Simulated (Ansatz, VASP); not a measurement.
# SnSe2: VASP beside Ansatz, part 2 of 2

Aim: how closely do two programs agree when they are given the same cell, functional and k mesh? The cell is generated by rule, not measured, and may not be a known phase. The cell is taken from a series of runs on this material, whose earlier steps may have relaxed, scaled, displaced or heated it; both programs get it as it stands.

VASP 6.6.1 and Ansatz 0.2.0.

So far. Step 2 (VASP: single point, r2SCAN, pair 1): The run ends at a pressure of 4.12 GPa, with forces up to 0.051 eV/Å. Step 3 (Ansatz: single point, r2SCAN, pair 1): The run ends at a pressure of 4.10 GPa, with forces up to 0.047 eV/Å.

**5. VASP: single point, r2SCAN, pair 2**

Level of this step: r2SCAN; plane waves and PAW (Sn_d, Se); invented cell (VASP).

With cell and atoms fixed, the geometry can't cause a difference; cores, projectors, grids and the points listed under the comparison can. The cell compared in this pair holds 166.94 Å³, against 155.30 Å³ for the pair before.

INCAR

```
SYSTEM = SnSe2
PREC = Accurate
ENCUT = 550
EDIFF = 1E-06
NELM = 120
ISMEAR = 1
SIGMA = 0.2
LREAL = .FALSE.
ALGO = Normal
METAGGA = R2SCAN
LASPH = .TRUE.
NBANDS = 32
LORBIT = 11
LWAVE = .FALSE.
LCHARG = .FALSE.
ISIF = 2
GGA_COMPAT = .FALSE.
LMIXTAU = .TRUE.
KPAR = 2
```

POSCAR

```
SnSe2
1.0
    6.4844249796      0.0000000000      0.0000000000
    0.0000000000      6.4844249796      0.0000000000
    0.0000000000      0.0000000000      3.9702852424
Sn Se
2 4
Direct
    0.0000000000      0.0000000000      0.0000000000
    0.5000000000      0.5000000000      0.5000000000
    0.3069530458      0.3069530458      0.0000000000
    0.6930469542      0.6930469542      0.0000000000
    0.8069530458      0.1930469542      0.5000000000
    0.1930469542      0.8069530458      0.5000000000
```

KPOINTS

```
Automatic mesh
0
Gamma
6 6 12
0 0 0
```

Potentials, in the order of the species: Sn_d and Se (PBE family, release 64).

Started as:

```console
$ mpirun -np 2 vasp_std
```

Numbers of over 12 decimals in the logs are rounded to 6 here.

Output:

```text
[banner, memory and clock lines left out]
running    2 mpi-ranks, on    1 nodes
[...]
[... a notice as in an earlier step ...]

 LDA part: xc-table for (None), standard interpolation
 POSCAR, INCAR and KPOINTS ok, starting setup
[...]
entering main loop
       N       E                     dE             d eps       ncg     rms          rms(c)
DAV:   1     0.429737567748E+03    0.42974E+03   -0.24767E+04  4576   0.193E+03
DAV:   2    -0.382699193861E+02   -0.46801E+03   -0.45575E+03  4584   0.514E+02
DAV:   3    -0.113480406090E+03   -0.75210E+02   -0.73703E+02  5464   0.178E+02
DAV:   4    -0.117273685903E+03   -0.37933E+01   -0.37694E+01  5328   0.433E+01
[...]
DAV:  19    -0.108020029145E+03   -0.10232E-04   -0.21703E-05  5296   0.371E-02    0.257E-02
DAV:  20    -0.108020029651E+03   -0.50530E-06   -0.11296E-05  4848   0.286E-02    0.494E-03
DAV:  21    -0.108020029903E+03   -0.25192E-06   -0.21762E-06  3736   0.116E-02
   1 F= -.10802003E+03 E0= -.10802095E+03  d E =0.276128E-02
```

Parts of OUTCAR (step 5):

```text
  Total       -0.0099501     -0.0099501      0.0343839      0.0000000      0.0000000      0.0000000
  in kB       -0.0954936     -0.0954936      0.3299901      0.0000000      0.0000000      0.0000000
  external PRESSURE =       0.0463343 kB  Pullay stress =       0.0000000 kB

 POSITION                                       TOTAL-FORCE (eV/Angst)
 -----------------------------------------------------------------------------------
      0.00000      0.00000      0.00000         0.000000      0.000000     -0.000000
      3.24221      3.24221      1.98514         0.000000      0.000000     -0.000000
      1.99041      1.99041      0.00000        -0.003393     -0.003393      0.000000
      4.49401      4.49401      0.00000         0.003393      0.003393     -0.000000
      5.23263      1.25180      1.98514        -0.003393      0.003393     -0.000000
      1.25180      5.23263      1.98514         0.003393     -0.003393      0.000000
 -----------------------------------------------------------------------------------
    total drift:                                0.000000     -0.000000     -0.000000

  FREE ENERGIE OF THE ION-ELECTRON SYSTEM (eV)
  ---------------------------------------------------
  free  energy   TOTEN  =      -108.0200299025 eV

  energy  without entropy=     -108.0227911822  energy(sigma->0) =     -108.02095033

[... 3 further parts left out ...]
[key lines of the parts left out:]
E-fermi :   3.5469
```

The run ends at a pressure of 0.00 GPa, with forces up to 0.0048 eV/Å.

**6. Ansatz: single point, r2SCAN, pair 2**

The same cell, functional, mesh and smearing now go to Ansatz, which takes its cutoff from its data sets.

The cell is taken from a series of runs on this material, whose earlier steps may have relaxed, scaled, displaced or heated it; both programs get it as it stands.

input.yaml

```yaml
crystal:
  lattice:
    - [6.4844249796, 0.0, 0.0]
    - [0.0, 6.4844249796, 0.0]
    - [0.0, 0.0, 3.9702852424]
  atoms:
    - { symbol: Sn, position: [0.0, 0.0, 0.0] }
    - { symbol: Sn, position: [0.5, 0.5, 0.5] }
    - { symbol: Se, position: [0.3069530458, 0.3069530458, 0.0] }
    - { symbol: Se, position: [0.6930469542, 0.6930469542, 0.0] }
    - { symbol: Se, position: [0.8069530458, 0.1930469542, 0.5] }
    - { symbol: Se, position: [0.1930469542, 0.8069530458, 0.5] }
kpoints:
  mp_grid: { grid: [6, 6, 12] }
hamiltonian:
  xc: r2scan
scf:
  occupations: { method: methfessel_paxton, width: 0.2 }
output:
  forces: true
  stress: true
  eigenvalues: true
```

Started as:

```console
$ ansatz run input.yaml --threads 8 --pin off --max-ram 14336MiB --backend cpu --events-out ev --progress --plain --runs-dir out
```

Output:

```text
[...]
Crystal: 6 atoms, lattice volume = 166.942 Å³
Basis set: ecut = 500 eV, 4235 PW (Γ), exchange–correlation on 192×192×120 points (64 copies of the dense FFT grid, shifted against one another)
Bands: 56, of which v1, the nominal top of the filled ones, is band 46 counted from 1 (45 counted from 0)
Symmetry: 16 space group operations
[...]
k-points: 70 of 432
[...]
k-point 0: bands = [... 42 lower, 6.0966, 6.0966, 6.7404, 6.7404, 7.4662, 8.7842, 10.0537, 10.0537, ... 6 higher]
  k-point 1: bands = [... 42 lower, 5.6923, 6.6831, 6.7905, 6.7905, 7.4119, 9.0827, 10.4196, 10.4196, ... 6 higher]
  k-point 2: bands = [... 42 lower, 4.9347, 6.7451, 6.7451, 7.2479, 7.3927, 9.6748, 10.9852, 11.1688, ... 6 higher]
  k-point 69: bands = [... 42 lower, 6.1347, 6.1347, 6.4195, 6.4195, 7.6821, 7.6821, 11.9238, 11.9238, ... 6 higher]
[key lines of the parts left out:]
SCF converged after 9 iterations
Free energy (F): -33991.085379 eV
Fermi energy:    7.196955 eV
P = ⅓ Tr σ = -0.0049 GPa (-0.049 kbar)
```

The run ends at a pressure of 0.00 GPa, with forces up to 4.1e-4 eV/Å.

**7. Differences**

What differs besides the data sets and the points named for the pairs above, as far as they apply: the data sets hold 92 valence electrons in Ansatz (on its default PAW (the set named soft_2) files) and 52 in VASP. Total energies have different zeros and are not compared.

Both answers:

```tsv
quantity	Ansatz	VASP	difference
pressure (GPa)	0.00	0.00	-0.01
```

At this near-relaxed geometry the largest component of a force difference is 3 meV/Å.

**8. Summary of results**

* difference in gap on the k mesh (single point, r2SCAN, pair 1): 9.2e-4 eV
* difference in pressure (single point, r2SCAN, pair 2): -0.0095 GPa

The difference in gap on the k mesh is 9.2e-4 eV (single point, r2SCAN, pair 1), within the 0.08 eV picked in this series as the mark of a large difference. The data sets hold unlike numbers of valence electrons (92 in Ansatz and 52 in VASP), so part of the differences comes from the potentials. Such differences can come from data sets, numerical settings and the points named under the comparisons, not from the functional's error against experiment.

[Lines on the potential files, build, host, timing and source positions are cut from VASP's logs without a mark.]

[Logs are printed without paths, hosts, clocks, repeated set-up lines and the standing remarks that a program may print on its own settings, such as how far it seeks lower states.]

[Hosts, paths, dates, database ids (printed as entryN), source tags and the programs' standing remarks are cut or masked in the printed files.]
